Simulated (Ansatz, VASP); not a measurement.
# Mo2CSO (Mo2COS MXene monolayer) in two plane-wave programs

Wanted: the spread between two codes on one cell, functional and k mesh. Of the first pair: The structure shown is the start of the Ansatz relaxation below; VASP solves that cell, so the two are compared at the walk's first step.

Method: plane waves, with VASP 6.6.1 beside it; single point at PBE with D3(BJ), in Ansatz 0.2.0.

### 1. Set-up

The cell holds 5 atoms: 1 S, 2 Mo, 1 C and 1 O. Its edges and angles: a = 3.025 Å, b = 3.025 Å, c = 41.351 Å, α = 90.0°, β = 90.0°, γ = 120.0°. Vacuum lies along c.

### 2. Ansatz: relaxation, PBE with D3(BJ)

Ansatz runs on its PAW soft_1 files.

The two programs are compared at the cell with which this relaxation starts, whose forces are those of its first step.

The input, input.yaml:

```yaml
crystal:
  lattice:
    - [3.024736, 0.0, 0.0]
    - [-1.512368, 2.6194982157, 0.0]
    - [0.0, 0.0, 41.3513579405]
  atoms:
    - { symbol: S, position: [0.3333333333, 0.6666666667, 0.4377123486] }
    - { symbol: Mo, position: [0.6666666667, 0.3333333333, 0.4787837456] }
    - { symbol: C, position: [0.0, 0.0, 0.5076456815] }
    - { symbol: Mo, position: [0.3333333333, 0.6666666667, 0.5365076173] }
    - { symbol: O, position: [0.6666666667, 0.3333333333, 0.5622876514] }
  periodic: [true, true, false]
kpoints:
  mp_grid: { grid: [12, 12, 1] }
hamiltonian:
  xc: pbe
  dispersion: d3bj
  pseudopotentials: { kind: paw, azcp: { folder: soft_1 } }
scf:
  occupations: { method: fermi_dirac, width: 0.05 }
  convergence: { dr2_threshold: 1.0e-09 }
relax:
  f_tol: 0.004
  max_steps: 90
  cell: {}
output:
  write_potential: true
  write_density: true
  volumetric_format: npy
```

Run with:

```console
$ ansatz run input.yaml --threads 2 --pin off --max-ram 3072MiB --backend cpu --events-out ev --progress --plain --runs-dir out
```

Numbers of over 12 decimals in the logs are rounded to 6 here.

The program printed:

```text
Warning: relax.cell: scf.convergence.dr2_threshold = 1e-9 eV is looser than the 2.17804519936e-10 eV advised for a relaxation that steers and ends on the stress (1e-10 eV for each atom of the cell: 5, times the square of relax.cell.stress_2d_tol = 0.05 N/m over 15.2 Å (the atoms' height at the walk's start and 5 Å past either face), 3.300e-2 GPa, over a crystal's default 0.05). What an SCF threshold leaves in a stress goes as its square root, and in the free energy as the threshold itself, and one threshold admits the most on a small cell: [figures from the program's tests cut] Set scf.convergence.dr2_threshold to 2.17804519936e-10 eV or tighter. [rest of the remark cut]
Engine: ansatz 0.2.0, aarch64-unknown-linux-gnu
Pseudopotentials: kind: paw
Pseudopotential: S, paw, valence charge 6, recommended cutoff 420 eV (normal), soft_1/S.paw.azcp
Pseudopotential: Mo, paw, valence charge 14, recommended cutoff 420 eV (normal), soft_1/Mo.paw.azcp
Pseudopotential: C, paw, valence charge 4, recommended cutoff 420 eV (normal), soft_1/C.paw.azcp
Pseudopotential: O, paw, valence charge 6, recommended cutoff 420 eV (normal), soft_1/O.paw.azcp
Functional definition: PBE
  parameter kappa = 0.804
  parameter beta = 0.066725
  exchange = pbe_x(kappa = kappa, mu = beta*pi^2/3)
  correlation = pbe_c(beta = beta)
Crystal: 5 atoms, lattice volume = 327.639 Å³
Basis set: ecut = 420 eV, 6343 PW (Γ), exchange–correlation on 48×48×576 points (8 copies of the dense FFT grid, shifted against one another)
Bands: 27, of which v1, the nominal top of the filled ones, is band 22 counted from 1 (21 counted from 0)
Symmetry: 6 space group operations
Space group: P3m1 (ITA 156), of the structure as read, at distance tolerance 6.9e-5 Å
k-points: 19 of 144 (time reversal used)
Non-local potential: S, projectors of the file, l = 0: 2, l = 1: 2, l = 2: 1
Non-local potential: Mo, projectors of the file, l = 0: 3, l = 1: 2, l = 2: 2, l = 3: 1
Non-local potential: C, projectors of the file, l = 0: 2, l = 1: 2, l = 2: 1
Non-local potential: O, projectors of the file, l = 0: 2, l = 1: 2, l = 2: 1
PAW form: soft (Blöchl's): semilocal exchange-correlation on the pseudo side does not see the compensation charge
PAW one-centre angular grid: S, 110 points (default); XC on 64 Gauss nodes
PAW one-centre angular grid: Mo, 590 points (default); XC on 64 Gauss nodes
PAW one-centre angular grid: C, 110 points (default); XC on 64 Gauss nodes
PAW one-centre angular grid: O, 110 points (default); XC on 64 Gauss nodes
Initial density: superposition of atomic densities (neutral atoms: chi_scale 0, normalization atom)
Initial wavefunctions: pseudopotential atomic-orbital guess
Functional: x = pbe(κ = 0.804, μ = 0.219515), c = pbe(β = 0.066725)
SCF iter   1: F=—  HF=-11641.851864 eV  |F-HF|=—  |Δ(HF+E_count)|=         —  Δρ=8.32e-2  dr2=3.03e1  ethr=3.10e-3  ⟨swp⟩=17.4  Hψ=4548  notcnv=0
preconditioner: auto → LDOS  [metal: Δε(μ)=0.107 eV  Ē_g=9.838 eV  σ=0.050 eV  W_gap=0.47  n_scr=24 (ndim 8)  ℏωp=10.9 eV  f_vac=0.787  D(μ)=1.92/eV (n_scr^D=12)  β→1.0]
SCF iter   2: F=—  HF=-11638.137193 eV  |F-HF|=—  |Δ(HF+E_count)|=    3.71e0  Δρ=8.38e-2  dr2=2.49e1  ethr=3.10e-3  ⟨swp⟩=6.2  Hψ=2025  notcnv=0  defer=3
SCF iter   3: F=—  HF=-11634.611763 eV  |F-HF|=—  |Δ(HF+E_count)|=    3.53e0  Δρ=1.50e-2  dr2=1.29e0  ethr=3.10e-3  ⟨swp⟩=5.4  Hψ=1881  notcnv=0  defer=1
SCF iter   4: F=—  HF=-11634.443995 eV  |F-HF|=—  |Δ(HF+E_count)|=   1.68e-1  Δρ=4.95e-3  dr2=1.07e-1  ethr=2.93e-3  ⟨swp⟩=2.7  Hψ=858  notcnv=0
SCF iter   5: F=—  HF=-11634.439306 eV  |F-HF|=—  |Δ(HF+E_count)|=   4.69e-3  Δρ=1.16e-3  dr2=7.14e-3  ethr=2.42e-4  ⟨swp⟩=3.4  Hψ=1376  notcnv=0  defer=1
SCF iter   6: F=—  HF=-11634.439401 eV  |F-HF|=—  |Δ(HF+E_count)|=   9.49e-5  Δρ=3.57e-4  dr2=1.02e-3  ethr=1.62e-5  ⟨swp⟩=3.4  Hψ=1183  notcnv=0
SCF iter   7: F=—  HF=-11634.439581 eV  |F-HF|=—  |Δ(HF+E_count)|=   1.80e-4  Δρ=1.39e-4  dr2=2.71e-4  ethr=2.32e-6  ⟨swp⟩=2.5  Hψ=882  notcnv=0
SCF iter   8: F=—  HF=-11634.439594 eV  |F-HF|=—  |Δ(HF+E_count)|=   1.27e-5  Δρ=5.82e-5  dr2=1.76e-5  ethr=6.17e-7  ⟨swp⟩=2.3  Hψ=810  notcnv=0
SCF iter   9: F=—  HF=-11634.439590 eV  |F-HF|=—  |Δ(HF+E_count)|=   3.14e-6  Δρ=1.78e-5  dr2=1.98e-6  ethr=4.00e-8  ⟨swp⟩=3.3  Hψ=1164  notcnv=0
SCF iter  10: F=—  HF=-11634.439769 eV  |F-HF|=—  |Δ(HF+E_count)|=   1.79e-4  Δρ=4.81e-6  dr2=2.39e-7  ethr=4.51e-9  ⟨swp⟩=3.5  Hψ=1234  notcnv=0
[...]
SCF iter   3: F=—  HF=-11634.673514 eV  |F-HF|=—  |Δ(HF+E_count)|=   1.00e-6  Δρ=1.00e-5  dr2=4.53e-7  ethr=5.37e-8  ⟨swp⟩=2.9  Hψ=924  notcnv=0
SCF iter   4: F=—  HF=-11634.673510 eV  |F-HF|=—  |Δ(HF+E_count)|=   3.67e-6  Δρ=2.02e-6  dr2=1.68e-8  ethr=1.03e-9  ⟨swp⟩=3.8  Hψ=1283  notcnv=0
SCF iter   5: F=—  HF=-11634.673510 eV  |F-HF|=—  |Δ(HF+E_count)|=   1.10e-7  Δρ=5.27e-7  dr2=1.97e-9  ethr=3.81e-11  ⟨swp⟩=3.6  Hψ=1217  notcnv=0
SCF iter   6: F=-11634.673511 eV  HF=-11634.673510 eV  |F-HF|=4.03e-9  |Δ(HF+E_count)|=   1.98e-8  Δρ=1.56e-7  dr2=7.80e-11  ethr=2.27e-12  ⟨swp⟩=13.3  Hψ=4799  notcnv=0
SCF 11 converged in 6 iterations: F = -11634.673511 eV  dr2 = 7.80e-11
relax step  11: F+E_penalty+E_count = -11634.67351050 eV  Δ(F+E_penalty+E_count) = +2.780e-5 eV  max|allowed force component| = 5.573e-4 eV/Å  Δτ_max = 0.0016 Å  P = +0.008 N/m  Ω = 352.775 Å³  energy of the carried Pulay correction = -9.326e-5 eV  fix = [c, alpha, beta]  reactions: c +0.000 N/m  (6 SCF iters, accepted)
iter 1 solved again at ethr=3.45e-7 eV; its pass at ethr=3.10e-3 eV (dr2=1.52e-4 eV) is discarded
SCF iter   1: F=—  HF=-11634.673449 eV  |F-HF|=—  |Δ(HF+E_count)|=         —  Δρ=1.07e-5  dr2=3.89e-8  ethr=3.45e-7  ⟨swp⟩=6.4  Hψ=6926  notcnv=0
eigensolver tolerance schedule: the retry pair's looser diagonalisation over-reported the residual by 3898.06 of it (diagonalisation noise at 0.77 of the residual, at the tolerance the schedule requests for it); recorded, not acted on — ethr = c·dr2/N_el stays at c = 1.0e-1
preconditioner: auto → LDOS  [metal: Δε(μ)=0.069 eV  Ē_g=7.811 eV  σ=0.050 eV  W_gap=0.31  n_scr=24 (ndim 8)  ℏωp=10.5 eV  f_vac=0.799  D(μ)=2.37/eV (n_scr^D=14)  β→1.0]
SCF iter   2: F=—  HF=-11634.673620 eV  |F-HF|=—  |Δ(HF+E_count)|=   1.71e-4  Δρ=3.77e-6  dr2=9.73e-8  ethr=8.85e-11  ⟨swp⟩=7.0  Hψ=2514  notcnv=0
SCF iter   3: F=—  HF=-11634.673620 eV  |F-HF|=—  |Δ(HF+E_count)|=   3.73e-9  Δρ=1.03e-6  dr2=5.09e-9  ethr=8.85e-11  ⟨swp⟩=3.9  Hψ=1153  notcnv=0
SCF iter   4: F=—  HF=-11634.673620 eV  |F-HF|=—  |Δ(HF+E_count)|=   2.13e-9  Δρ=3.72e-7  dr2=1.32e-9  ethr=1.16e-11  ⟨swp⟩=3.4  Hψ=1188  notcnv=0
SCF iter   5: F=-11634.673620 eV  HF=-11634.673620 eV  |F-HF|=1.46e-8  |Δ(HF+E_count)|=   9.52e-9  Δρ=9.77e-8  dr2=5.04e-11  ethr=2.27e-12  ⟨swp⟩=18.2  Hψ=5160  notcnv=0
SCF 12 converged in 5 iterations: F = -11634.673620 eV  dr2 = 5.04e-11
relax step  12: F+E_penalty+E_count = -11634.67361983 eV  Δ(F+E_penalty+E_count) = -1.093e-4 eV  max|allowed force component| = 5.698e-4 eV/Å  Δτ_max = 0.0000 Å  P = +0.009 N/m  Ω = 352.775 Å³  fix = [c, alpha, beta]  reactions: c +0.000 N/m  stress off target by 8.90e-3 N/m on what of the cell is left free  SCF on the basis re-selected at this cell (its energy is not comparable with the rows above)  (5 SCF iters)
basis re-selected at this cell: Δ(F+E_penalty+E_count) = -1.093e-4 eV, ΔP = +0.001 N/m vs the last step (what re-selecting the basis moved, of the pressure what is left beyond the Pulay correction that the steps carried, after the strain that the cell walked since its last selection, with what the two solves' SCF thresholds leave and, on support functions, any second-order correction that the steps lacked; it is no m [...]
WARN: The output density's exchange-correlation potential varies sharply where the density is thin. Do not read a vacuum level from v_tot or v_xc, or from such a field of the output density. On a cell that repeats whose density bears no net charge and no dipole along the vacuum's axis use v_es (v_loc + v_h of the components); under efield.dipole_correction with no amplitude use v_es + v_field, which holds any externa [...]
SCF converged after 5 iterations
Free energy (F): -11634.673620 eV
Harris-Foulkes:  -11634.673620 eV  (|F-HF|=1.46e-8)
Internal energy: -11634.654351 eV  (E = F + TS)
E sigma→0 (E₀):  -11634.663985 eV
Entropy (-TS):   -0.019269 eV (-3.854 meV/atom)
Fermi energy:    -5.705937 eV
--- Per-component energies (eV) ---
  E_band       = -1116.815291
  E_kinetic    = 1205.261597
  E_local      = -175885.382826  (includes V_loc(G=0)·N_el)
  E_nonlocal   = 404.790316
  E_hartree    = 87103.999232
  E_xc         = -560.631341
  E_vxc        = -672.386108  (∫ρ·V_xc dr)
  E_paw        = -7292.843996  (= ΣΔE_a)
  E_vpaw       = -377.097853  (= ΣTr[D̂ρ^β])
  E_aug_tail   = 0.000876  (compensation charges beyond the density's cutoff)
  E_ewald      = 83391.677497
  E_disp       = -1.525706  (pairwise vdW)
  E_smearing   = -0.019269  (= −TS)
  E_closure    = 0.000000  (closes the sum)
  Σ components = -11634.673620   (vs F -11634.673620, Δ=0.00e0)
--- Forces (eV/Å), atoms counted from 1 ---
  atom   1  S      0.00000000     0.00000000     0.00056961
  atom   2  Mo     0.00000000    -0.00000000    -0.00049620
  atom   3  C      0.00000000     0.00000000    -0.00020972
  atom   4  Mo    -0.00000000     0.00000000     0.00043862
  atom   5  O      0.00000000    -0.00000000    -0.00030337
  max |Σ_I F_I| component: 1.06e-6 eV/Å
--- 2D stress c σ (N/m, compression-positive) ---
        0.008898       0.000000      -0.000000
        0.000000       0.008898      -0.000000
       -0.000000      -0.000000       0.000000
  P = ½ c Tr σ = 0.0089 N/m
--- Band table (eV; the first three rows and the last of 19) ---
  k-point 0: bands = [... 18 lower, -8.0787, -8.0787, -6.5960, -6.5293, -6.5293, -5.4025, -5.4025, -4.1002, ... 1 higher]
  k-point 1: bands = [... 18 lower, -8.2129, -8.1176, -7.1361, -6.4076, -6.0997, -5.3084, -5.2690, -3.9299, ... 1 higher]
  k-point 2: bands = [... 18 lower, -8.2915, -8.0414, -7.6725, -6.3430, -5.7808, -5.1697, -4.7947, -4.1354, ... 1 higher]
  k-point 18: bands = [... 18 lower, -9.7438, -9.7210, -6.3934, -6.3058, -5.8473, -4.6488, -4.0859, -3.8684, ... 1 higher]
  the weakly bound empty levels are not read free of the cell's end (no_gap_told)
--- Relaxed structure (10 steps of the walk, 9 accepted, 2 SCFs on fresh bases) ---
  F+E_penalty+E_count = -11634.67361983 eV   max|allowed force component| = 5.698e-4 eV/Å   (the final SCF, on the basis selected at the relaxed cell)
  cell:  # Å, volume = 352.7751 Å³
    - [3.138620, 0.0, 0]
    - [-1.569310, 2.718125, 0]
    - [0, 0, 41.3513579405]
  atoms:
    - { symbol: S, position: [0.333333, 0.666667, 0.440503] }
    - { symbol: Mo, position: [0.666667, 0.333333, 0.480670] }
    - { symbol: C, position: [0, 0, 0.507464] }
    - { symbol: Mo, position: [0.333333, 0.666667, 0.533918] }
    - { symbol: O, position: [0.666667, 0.333333, 0.560383] }
```

### 3. VASP: single point, PBE with D3(BJ), start cell, pair 1

The same cell, functional, mesh and smearing now go to VASP, with its own data sets.

Lines of VASP's logs that name or quote its potential files are left out, and so is its time.

The input, INCAR:

```
SYSTEM = Mo2CSO
PREC = Accurate
ENCUT = 520
EDIFF = 1E-06
NELM = 120
ISMEAR = -1
SIGMA = 0.05
LREAL = .FALSE.
ALGO = Normal
GGA = PE
IVDW = 12
NBANDS = 28
LASPH = .TRUE.
LORBIT = 11
LWAVE = .FALSE.
LCHARG = .FALSE.
ISIF = 2
LDIPOL = .TRUE.
IDIPOL = 3
DIPOL = 0.5 0.5 0.505
LVHAR = .TRUE.
GGA_COMPAT = .FALSE.
NELMDL = -8
KPAR = 2
```

The input, POSCAR:

```
Mo2CSO
1.0
    3.0247360000      0.0000000000      0.0000000000
   -1.5123680000      2.6194980000      0.0000000000
    0.0000000000      0.0000000000     41.3513580000
S Mo C O
1 2 1 1
Direct
    0.3333333333      0.6666666667      0.4377123479
    0.6666666666      0.3333333334      0.4787837439
    0.3333333333      0.6666666667      0.5365076281
    1.0000000000      0.0000000000      0.5076456739
    0.6666666666      0.3333333334      0.5622876521
```

The input, KPOINTS:

```
Automatic mesh
0
Gamma
12 12 1
0 0 0
```

Potentials, in the order of the species: S, Mo_sv, C and O (PBE family, release 64).

Run with:

```console
$ mpirun -np 2 vasp_std
```

The program printed:

```text
[banner, memory and clock lines left out]
running    2 mpi-ranks, on    1 nodes
 distrk:  each k-point on    1 cores,    2 groups
 distr:  one band on    1 cores,    1 groups

 POSCAR found type information on POSCAR S MoC O
 POSCAR found :  4 types and       5 ions
 LDA part: xc-table for (Slater+PW92), standard interpolation
 POSCAR, INCAR and KPOINTS ok, starting setup
 FFT: planning ... GRIDC
 FFT: planning ... GRID_SOFT
 FFT: planning ... GRID
 WAVECAR not read
 entering main loop
       N       E                     dE             d eps       ncg     rms          rms(c)
DAV:   1     0.371173512049E+03    0.37117E+03   -0.23434E+04  1456   0.123E+03
DAV:   2    -0.188984992206E+02   -0.39007E+03   -0.38527E+03  1452   0.316E+02
DAV:   3    -0.494929962856E+02   -0.30594E+02   -0.29790E+02  1244   0.834E+01
DAV:   4    -0.505323113500E+02   -0.10393E+01   -0.10205E+01  1408   0.145E+01
DAV:   5    -0.505550809388E+02   -0.22770E-01   -0.22632E-01  1348   0.196E+00
DAV:   6    -0.505557965596E+02   -0.71562E-03   -0.71526E-03  1360   0.340E-01
DAV:   7    -0.505558270944E+02   -0.30535E-04   -0.30532E-04  1352   0.638E-02
DAV:   8    -0.505558284838E+02   -0.13894E-05   -0.13893E-05  1216   0.135E-02    0.480E+01
DAV:   9    -0.442207069788E+02    0.63351E+01   -0.55098E+01  1136   0.446E+01    0.138E+01
DAV:  10    -0.492318600508E+02   -0.50112E+01   -0.51069E+01  1252   0.380E+01    0.148E+01
DAV:  11    -0.453267259077E+02    0.39051E+01   -0.41827E+01  1360   0.351E+01    0.127E+01
DAV:  12    -0.432489129736E+02    0.20778E+01   -0.22878E+01  1340   0.197E+01    0.388E+00
DAV:  13    -0.430204124958E+02    0.22850E+00   -0.11644E+00  1180   0.693E+00    0.217E+00
DAV:  14    -0.429859816326E+02    0.34431E-01   -0.15143E-01  1328   0.225E+00    0.169E+00
[...]
DAV:  25    -0.429522286188E+02   -0.51798E-04   -0.42054E-06  1008   0.894E-03    0.430E-03
DAV:  26    -0.429522480436E+02   -0.19425E-04   -0.10574E-06   872   0.502E-03    0.416E-03
DAV:  27    -0.429522612292E+02   -0.13186E-04   -0.15402E-06   712   0.664E-03    0.179E-03
DAV:  28    -0.429522705400E+02   -0.93108E-05   -0.19147E-07   652   0.221E-03    0.104E-03
DAV:  29    -0.429522766693E+02   -0.61294E-05   -0.17741E-07   696   0.143E-03    0.764E-04
DAV:  30    -0.429522784056E+02   -0.17363E-05   -0.40690E-08   556   0.989E-04    0.480E-04
DAV:  31    -0.429522805073E+02   -0.21017E-05   -0.47515E-08   628   0.744E-04    0.311E-04
DAV:  32    -0.429522810183E+02   -0.51105E-06   -0.11898E-08   532   0.430E-04
   1 F= -.44557454E+02 E0= -.44540474E+02  d E =-.339599E-01
```

From OUTCAR (step 3):

```text
ion  position               nearest neighbor table
   1  0.333  0.667  0.438-   2 2.44   2 2.44   2 2.44
   2  0.667  0.333  0.479-   4 2.12   4 2.12   4 2.12   1 2.44   1 2.44   1 2.44   3 2.96   3 2.96
                             3 2.96
   3  0.333  0.667  0.537-   5 2.05   5 2.05   5 2.05   4 2.12   4 2.12   4 2.12   2 2.96   2 2.96
                             2 2.96
   4  0.000  0.000  0.508-   2 2.12   2 2.12   2 2.12   3 2.12   3 2.12   3 2.12
   5  0.667  0.333  0.562-   3 2.05   3 2.05   3 2.05

  LATTYP: Found a hexagonal cell.
 ALAT       =     3.0247360000
 C/A-ratio  =    13.6710635242

 Subroutine GETGRP returns: Found  6 space group operations
 (whereof  6 operations were pure point group operations)

The static configuration has the point symmetry C_3v.

 Found     19 irreducible k-points:

   k-points           NKPTS =     19   k-points in BZ     NKDIM =     19   number of bands    NBANDS=     28

   dimension x,y,z NGX =    24 NGY =   24 NGZ =  320
   dimension x,y,z NGXF=    48 NGYF=   48 NGZF=  640

   ENCUT  =  520.0 eV  38.22 Ry    6.18 a.u.   5.62  5.62 76.89*2*pi/ulx,y,z

   NELECT =      44.0000    total number of electrons

 k-points in reciprocal lattice and weights: Automatic mesh
   0.00000000  0.00000000  0.00000000       0.007
   0.08333333 -0.00000000  0.00000000       0.042
   0.16666667  0.00000000  0.00000000       0.042
   0.25000000 -0.00000000  0.00000000       0.042
   0.33333333  0.00000000  0.00000000       0.042
   0.41666667  0.00000000  0.00000000       0.042
   0.50000000 -0.00000000  0.00000000       0.021
   0.08333333  0.08333333  0.00000000       0.042
   0.16666667  0.08333333  0.00000000       0.083
[...]
0.33333333  0.25000000  0.00000000       0.083
   0.33333333  0.33333333  0.00000000       0.014

 dipolmoment           0.000000      0.000000      0.028984 electrons x Angstroem

 average (electrostatic) potential at core
       1 -94.6330       2 -85.1599       3 -85.7603       4 -58.2139       5 -79.0621

 E-fermi :  -2.5132

 k-point     1 :       0.0000    0.0000    0.0000
  band No.  band energies     occupation
    ...
     21      -3.8296      2.00000
     22      -3.1710      2.00000
     23      -3.1710      2.00000
     24      -2.5371      1.23438
     25      -2.5371      1.23438
     26      -0.9172      0.00000
     27      -0.3676      0.00000
     28      -0.3676      0.00000

 k-point     2 :       0.0833   -0.0000    0.0000
  band No.  band energies     occupation
    ...
     19      -4.9145      2.00000
     20      -4.7061      2.00000
     21      -4.0745      2.00000
     22      -3.0420      1.99995
     23      -2.8952      1.99904
     24      -2.4490      0.43359
     25      -2.3453      0.06722
     26      -0.7667      0.00000
     27      -0.5741      0.00000
     28      -0.3577      0.00000

 k-point     3 :       0.1667    0.0000    0.0000
  band No.  band energies     occupation
    ...
     19      -5.1961      2.00000
     20      -4.8332      2.00000
     21      -4.5232      2.00000
     22      -3.0628      1.99997
     23      -2.6515      1.88147
     24      -2.2683      0.01481
     25      -1.7071      0.00000
     26      -0.9384      0.00000
     27      -0.3712      0.00000
     28      -0.1190      0.00000

 Edisp (eV)   -1.60517

  Total       4.68207     4.68207     1.34691     0.00000     0.00000     0.00000
  in kB      22.89567    22.89567     6.58648     0.00000     0.00000     0.00000
  external pressure =       17.46 kB  Pullay stress =        0.00 kB

  energy-cutoff  :      520.00
  volume of cell :      327.64
      direct lattice vectors                 reciprocal lattice vectors
     3.024736000  0.000000000  0.000000000     0.330607365  0.190876267  0.000000000
    -1.512368000  2.619498000  0.000000000     0.000000000  0.381752534  0.000000000
     0.000000000  0.000000000 41.351358000     0.000000000  0.000000000  0.024183003

 POSITION                                       TOTAL-FORCE (eV/Angst)
 -----------------------------------------------------------------------------------
     -0.00000      1.74633     18.10000        -0.000000      0.000000     -0.112706
      1.51237      0.87317     19.79836        -0.000000      0.000000      0.098811
     -0.00000      1.74633     22.18532         0.000000      0.000000     -1.049996
      0.00000      0.00000     20.99184        -0.000000      0.000000     -0.016650
      1.51237      0.87317     23.25136         0.000000     -0.000000      1.080542
 -----------------------------------------------------------------------------------
    total drift:                                0.000001      0.000005      0.000975

  FREE ENERGIE OF THE ION-ELECTRON SYSTEM (eV)
  ---------------------------------------------------
  free  energy   TOTEN  =       -44.5574535644 eV

  energy  without entropy=      -44.5234936505  energy(sigma->0) =      -44.54047361

 vacuum level on the upper side and lower side of the slab         3.226         2.564

 total charge
# of ion       s       p       d       tot
------------------------------------------
    1        1.373   2.326   0.000   3.699
    2        2.306   6.261   4.042  12.608
    3        2.301   6.277   3.899  12.476
    4        0.892   1.597   0.000   2.489
    5        1.576   3.432   0.000   5.008
--------------------------------------------------
tot          8.448  19.892   7.941  36.280

[... 3 further parts left out ...]
```

(Continued in part 2 of 2.)

[Lines on the potential files, build, host, timing and source positions are cut from VASP's logs without a mark.]

[Logs are printed without paths, hosts, clocks, repeated set-up lines and the standing remarks that a program may print on its own settings, such as how far it seeks lower states.]

[Hosts, paths, dates, database ids (printed as entryN), source tags and the programs' standing remarks are cut or masked in the printed files.]
